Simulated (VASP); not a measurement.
Data:

```yaml
crystal:
  lattice:
    - [6.33033, 0.00000, 0.00000]
    - [0.00000, 6.33033, 0.00000]
    - [0.00000, 0.00000, 6.33033]
  atoms:
    - { symbol: Cd, position: [0.50000, 0.00000, 0.50000] }
    - { symbol: Cd, position: [0.50000, 0.00000, 0.00000] }
    - { symbol: Cd, position: [0.50000, 0.50000, 0.00000] }
    - { symbol: Cd, position: [0.00000, 0.50000, 0.00000] }
    - { symbol: Cd, position: [0.00000, 0.50000, 0.50000] }
    - { symbol: Cd, position: [0.00000, 0.00000, 0.50000] }
    - { symbol: As, position: [0.25000, 0.75000, 0.75000] }
    - { symbol: As, position: [0.75000, 0.75000, 0.25000] }
    - { symbol: As, position: [0.75000, 0.25000, 0.75000] }
    - { symbol: As, position: [0.25000, 0.25000, 0.25000] }
```

Computed with PBEsol GGA, VASP's PBE PAW potentials (set 64) (plane waves; VASP). Run with 400 eV cut-off, 6×6×6 Γ-centred mesh, tetrahedra with Blöchl corrections, potentials Cd As.

The cores are frozen, which limits the accuracy of field gradients.

Task: Give the principal components of the electric field gradient (V/Å²) and the asymmetry η at each nucleus.

Result: 
| atom | Vxx | Vyy | Vzz | η |
|---|---|---|---|---|
| Cd1 | 6.4 | 6.4 | -12.7 | 0.00 |
| Cd2 | 6.4 | 6.4 | -12.7 | 0.00 |
| Cd3 | 6.4 | 6.4 | -12.7 | 0.00 |
| Cd4 | 6.4 | 6.4 | -12.7 | 0.00 |
| Cd5 | 6.4 | 6.4 | -12.7 | 0.00 |
| Cd6 | 6.4 | 6.4 | -12.7 | 0.00 |
| As7 | 73.4 | 73.4 | -146.9 | 0.00 |
| As8 | 73.4 | 73.4 | -146.9 | 0.00 |
| As9 | 73.4 | 73.4 | -146.9 | 0.00 |
| As10 | 73.4 | 73.4 | -146.9 | 0.00 |

The structure comes from a computed database's Cd3As2 entry (Pn-3m); how it stands against other phases isn't given here. It was relaxed first, which changed the volume by -7 %.
